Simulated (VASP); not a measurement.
Write the native input for VASP 6.6.1 that does the following.

```
Task                   : relaxation of cell and atoms
Functional             : LDA
Potentials or basis    : VASP PAW LDA potentials, release 64 (Rb_sv, Co, Ag)
Cutoff                 : 600 eV
k mesh                 : 6 × 6 × 6
Occupations            : methfessel-paxton, width 0.2 eV
Spin                   : collinear spin, ferromagnetic start
Starting moments       : [0.0, 2.0, 2.0, 2.0, 0.0] μB
Further INCAR settings : ALGO = Normal; EDIFF = 1e-06; IBRION = 2; EDIFFG = -0.01; NSW = 60; ISIF = 3
```

The structure of RbCo3Ag lies in POSCAR:

```
RbCo3Ag
1.0
    4.2799835900      0.0000000000      0.0000000000
    0.0000000000      4.2799835900      0.0000000000
    0.0000000000      0.0000000000      4.2799835900
Rb Co Ag
1 3 1
Direct
    0.0000000000      0.0000000000      0.0000000000
    0.5000000000      0.0000000000      0.5000000000
    0.5000000000      0.5000000000      0.0000000000
    0.0000000000      0.5000000000      0.5000000000
    0.5000000000      0.5000000000      0.5000000000
```

The cell was built by a generator and needn't be a form met in nature.

One way to write it, as run:

INCAR

```
SYSTEM = RbCo3Ag
  ALGO = Normal
  EDIFF = 1E-6
  EDIFFG = -0.01
  ENCUT = 600
  IBRION = 2
  ISIF = 3
  ISMEAR = 1
  ISPIN = 2
  LASPH = .TRUE.
  LCHARG = .FALSE.
  LMAXMIX = 4
  LORBIT = 11
  LREAL = .FALSE.
  LWAVE = .FALSE.
  MAGMOM = 0 2 2 2 0
  NELM = 150
  NSW = 60
  PREC = Accurate
  SIGMA = 0.2
```

KPOINTS

```
k-points
0
G
  6 6 6
  0 0 0
```

Potentials or basis: VASP PAW LDA potentials, release 64 (Rb_sv, Co, Ag).

Launch:

```bash
$ cat potpaw_LDA.64/Rb_sv/POTCAR potpaw_LDA.64/Co/POTCAR potpaw_LDA.64/Ag/POTCAR > POTCAR
$ mpirun -np 1 vasp_std > vasp.out
```

It gave:

The relaxed volume is 21.03 Å³/atom, the relaxed cell is a = 4.720 Å, b = 4.720 Å, c = 4.720 Å, α = 90.00°, β = 90.00°, γ = 90.00° and the space group after relaxing (to 0.05 Å) is Pm-3m (No. 221). The energy gained by relaxing is 415.3 meV/atom. The ionic steps are 5. The pressure after relaxing is 0.0 GPa, the band gap on the k mesh is none (metal or under the smearing width) and the net moment is 5.64 μB per cell. The site moments are Rb -0.01; Co +1.86; Ag +0.07 μB. The valence electrons inside the program's atomic spheres are Rb 7.33; Co 7.93; Ag 10.26.

Caveat: the volume moved by over 15 % at a fixed basis, so the end points are rough.

Wall time 3.3 min on 1 thread of Intel(R) Xeon(R) 6975P-C (Granite Rapids), with other jobs on the host, peak memory 0.25 GiB.
